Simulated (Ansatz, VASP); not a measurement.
# Al3In: VASP beside Ansatz, part 2 of 2

Aim: how closely do two programs agree when they are given the same cell, functional and k mesh? The cell is generated by rule, not measured, and may not be a known phase. The cell is taken from a series of runs on this material, whose earlier steps may have relaxed, scaled, displaced or heated it; both programs get it as it stands.

VASP 6.6.1 and Ansatz 0.2.0.

So far: The starting structure; VASP: zone-centre phonons, PBEsol.

The structure was built from a prototype and need not be the compound's stable phase.

### Step 3. Ansatz: zone-centre phonons, PBEsol

Level of this step: Ansatz beside VASP: Kohn-Sham DFT, plane waves, PBEsol (Ansatz).

Ansatz runs on norm-conserving files, of PseudoDojo where its log says so.

The same cell, functional, mesh and smearing now go to Ansatz.

The input, input.yaml:

```yaml
crystal:
  lattice:
    - [-3.3721604416, 0.0, 3.3721604416]
    - [0.0, 3.3721604416, 3.3721604416]
    - [-3.3721604416, 3.3721604416, 0.0]
  atoms:
    - { symbol: In, position: [0.0, 0.0, 0.0] }
    - { symbol: Al, position: [0.5, 0.5, 0.5] }
    - { symbol: Al, position: [0.75, 0.75, 0.75] }
    - { symbol: Al, position: [0.25, 0.25, 0.25] }
kpoints:
  mp_grid: { grid: [8, 8, 8] }
hamiltonian:
  xc: pbesol
  pseudopotentials: { kind: nc, accuracy: standard }
scf:
  occupations: { method: gaussian, width: 0.27211 }
output:
  eigenvalues: true
basis:
  ecutwfc: 843.553
phonons:
  method: dfpt
```

Run with:

```
$ ansatz run input.yaml --threads 4 --pin off --max-ram 8192MiB --backend cpu --events-out ev --progress --plain --runs-dir out
```

Numbers of over 12 decimals in the logs are rounded to 6 here.

Output:

```text
Warning: basis.ecutwfc = 843.553 eV is below the records' recommended 952.398519 eV, and the density's cutoff is lower with it unless basis.ecutrho_ratio is high enough to keep the records' density cutoff: compare with a run at a higher cutoff
zone centre: on kpoints.mp_grid the ground state, and the responses unless they are solved on pairs of k-points, stand on 59 of the mesh's 512 k-points, reduced under 8 symmetry operations, with k and −k counted as one. Each operation leaves every solved displacement unchanged or reverses it
Engine: ansatz 0.2.0, aarch64-unknown-linux-gnu
Pseudopotentials: kind: nc
Pseudopotential: In, nc, valence charge 13, recommended cutoff 952.398519 eV (normal), In.nc.azcp (PseudoDojo's, or run here from an input of PseudoDojo's; its table is named by hamiltonian.pseudopotentials.accuracy)
Pseudopotential: Al, nc, valence charge 3, recommended cutoff 544.227725 eV (normal), Al.nc.azcp (PseudoDojo's, or run here from an input of PseudoDojo's; its table is named by hamiltonian.pseudopotentials.accuracy)
Functional definition: PBEsol
  exchange = pbesol_x
  correlation = pbesol_c
Crystal: 4 atoms, lattice volume = 76.693 Å³
Basis set: ecut = 843.553 eV, 4279 PW (Γ), exchange–correlation on 96×96×96 points (8 copies of the dense FFT grid, shifted against one another)
Bands: 15, of which v1, the nominal top of the filled ones, is band 11 counted from 1 (10 counted from 0)
Symmetry: 48 space group operations
k-points: 59 of 512 (irreducible under 8 space group operations, time reversal used)
Non-local potential: In, projectors of the file, l = 0: 2, l = 1: 2, l = 2: 2
Non-local potential: Al, projectors of the file, l = 0: 2, l = 1: 2, l = 2: 2
Initial density: superposition of atomic densities (chi_scale 0.1, normalization cell, long waves kept (reshape's long-wave potential 0.00 eV rms))
Initial wavefunctions: pseudopotential atomic-orbital guess
Functional: x = pbesol(κ = 0.804, μ = 0.123457), c = pbesol(β = 0.046)
SCF iter   1: F=—  HF=-1992.891216 eV  |F-HF|=—  |Δ(HF+E_count)|=         —  Δρ=2.34e-2  dr2=6.35e-1  ethr=3.10e-3  ⟨swp⟩=7.1  Hψ=11340  notcnv=0
automatic band count: the SCF goes on with 19 bands, as 15 were too few: they end inside the smearing window of the response
preconditioner: auto → Kerker (q_TF=auto, 2.216 Å⁻¹)  [metal: Δε(μ)=0.120 eV  Ē_g=12.336 eV  σ=0.272 eV  W_gap=0.24  n_scr=14 (ndim 8)  ℏωp=19.9 eV  f_vac=0.000  D(μ)=1.88/eV (n_scr^D=14)]
SCF iter   2: F=—  HF=-1992.714831 eV  |F-HF|=—  |Δ(HF+E_count)|=   1.76e-1  Δρ=1.32e-2  dr2=2.04e-1  ethr=2.89e-3  ⟨swp⟩=1.0  Hψ=1593  notcnv=0
SCF iter   3: F=—  HF=-1992.642824 eV  |F-HF|=—  |Δ(HF+E_count)|=   7.20e-2  Δρ=3.21e-3  dr2=5.16e-3  ethr=9.26e-4  ⟨swp⟩=2.7  Hψ=1608  notcnv=0
SCF iter   4: F=—  HF=-1992.641014 eV  |F-HF|=—  |Δ(HF+E_count)|=   1.81e-3  Δρ=1.17e-3  dr2=4.30e-4  ethr=2.35e-5  ⟨swp⟩=2.0  Hψ=1330  notcnv=0
SCF iter   5: F=—  HF=-1992.640830 eV  |F-HF|=—  |Δ(HF+E_count)|=   1.84e-4  Δρ=1.62e-4  dr2=1.73e-5  ethr=1.96e-6  ⟨swp⟩=2.1  Hψ=1349  notcnv=0
SCF iter   6: F=—  HF=-1992.640822 eV  |F-HF|=—  |Δ(HF+E_count)|=   8.37e-6  Δρ=2.05e-5  dr2=2.67e-7  ethr=7.88e-8  ⟨swp⟩=2.8  Hψ=1754  notcnv=0
SCF iter   7: F=—  HF=-1992.640770 eV  |F-HF|=—  |Δ(HF+E_count)|=   5.21e-5  Δρ=5.25e-6  dr2=1.94e-8  ethr=1.21e-9  ⟨swp⟩=3.2  Hψ=2362  notcnv=0  defer=22
SCF iter   8: F=—  HF=-1992.640770 eV  |F-HF|=—  |Δ(HF+E_count)|=   7.42e-9  Δρ=4.76e-7  dr2=1.64e-10  ethr=8.83e-11  ⟨swp⟩=2.2  Hψ=1681  notcnv=0  defer=22
SCF iter   9: F=-1992.640770 eV  HF=-1992.640770 eV  |F-HF|=5.68e-12  |Δ(HF+E_count)|=  8.55e-11  Δρ=9.46e-8  dr2=6.14e-12  ethr=1.00e-12  ⟨swp⟩=16.4  Hψ=9766  notcnv=0
SCF 1 converged in 9 iterations: F = -1992.640770 eV  dr2 = 6.14e-12
DFPT response loops at Γ: preconditioner auto → Kerker (q_TF=auto, 2.216 Å⁻¹) (partly filled bands, converged f_vac=0.000); β = 1.00, the filter's whole step (`scf.mixing.beta` (0.50) is not read by the response loops under this deck's `scf.mixing.preconditioner`; to damp them name `kerker` or `kerker_dos`, under which they read `scf.mixing.beta`, and type it under 1.00, their step now; both keys bind the ground state too); Broyden in place of MSR1
SCF converged after 9 iterations
Free energy (F): -1992.640770 eV
Harris-Foulkes:  -1992.640770 eV  (|F-HF|=5.68e-12)
Internal energy: -1992.572042 eV  (E = F + TS)
E sigma→0 (E₀):  -1992.606406 eV
Entropy (-TS):   -0.068728 eV (-17.182 meV/atom)
Fermi energy:    8.693711 eV
--- Per-component energies (eV) ---
  E_band       = -5.047909
  E_kinetic    = 1202.540745
  E_local      = -1494.468353  (includes V_loc(G=0)·N_el)
  E_nonlocal   = -365.091777
  E_hartree    = 526.602341
  E_xc         = -626.779038
  E_vxc        = -401.233105  (∫ρ·V_xc dr)
  E_ewald      = -1235.375960
  E_smearing   = -0.068728  (= −TS)
  E_closure    = -0.000000  (closes the sum)
  Σ components = -1992.640770   (vs F -1992.640770, Δ=0.00e0)
--- Band table (eV; the first three rows and the last of 59) ---
  k-point 0: bands = [... 7 lower, 7.8698, 7.8698, 8.0490, 8.0710, 8.2833, 8.2833, 8.2833, 10.2360, ... 4 higher]
  k-point 1: bands = [... 7 lower, 7.3849, 7.3849, 7.4504, 8.9873, 9.0466, 9.0466, 9.5501, 9.5635, ... 4 higher]
  k-point 2: bands = [... 7 lower, 7.0241, 7.0241, 7.1149, 8.5556, 8.5556, 8.5879, 10.2035, 10.2892, ... 4 higher]
  k-point 58: bands = [... 7 lower, 4.6966, 4.6966, 4.7211, 5.1904, 13.3643, 13.3643, 13.4504, 13.4504, ... 4 higher]
--- Phonons (Γ-DFPT): 3 representative perturbations + reference, on 59 of 512 k-points (Σ response iterations 9) ---
  k mesh reduced under 8 symmetry operations, with k and −k counted as one. Each operation leaves every solved displacement unchanged or reverses it
  ASR residual: 2.663e-4 → 0.000e0 eV/Å²; symmetrization residual: 1.588e-6 eV/Å²
  ASR residual per site (eV/Å²): 2.66e-4 2.13e-5 1.48e-5 1.48e-5
  Γ frequencies (cm⁻¹): 0.00 0.00 0.00 143.87 143.87 143.87 156.68 156.68 156.68 199.81 199.81 199.81
  non-analytic LO–TO correction: not included (Born effective charges unavailable; polar crystals: no LO–TO splitting at Γ)
```

### Step 4. Side by side

Known differences besides the potentials themselves: the cutoff is 843.553 eV in Ansatz and 500 eV in VASP; Ansatz's log warns that its cutoff lies below the recommended one. Total energies have different zeros and are not compared.

The two programs side by side:

```
                  quantity  Ansatz   VASP  difference
optical mode 1 to 3 (cm⁻¹)   143.9  143.8     +0.05 %
optical mode 4 to 6 (cm⁻¹)   156.7  157.3     -0.41 %
optical mode 7 to 9 (cm⁻¹)   199.8  199.9     -0.02 %
```

Modes are paired by rising frequency, not by their patterns, so a pair may set unlike modes beside each other; they are those without the splitting of longitudinal modes.

### Step 5. Summary of results

| Quantity | Value |
| --- | --- |
| r.m.s. difference of the optical zone-centre modes, each program's sorted by frequency (zone-centre phonons, PBEsol) | 0.37 cm⁻¹ |

The r.m.s. difference of the optical zone-centre modes, each program's sorted by frequency is 0.37 cm⁻¹ (zone-centre phonons, PBEsol). How closely two codes agree says nothing of how well the functional describes the real material.

[Lines on the potential files, build, host, timing and source positions are cut from VASP's logs without a mark.]

[Logs are printed without paths, hosts, clocks, repeated set-up lines and the standing remarks that a program may print on its own settings, such as how far it seeks lower states.]

[Hosts, paths, dates, database ids (printed as entryN), source tags and the programs' standing remarks are cut or masked in the printed files.]
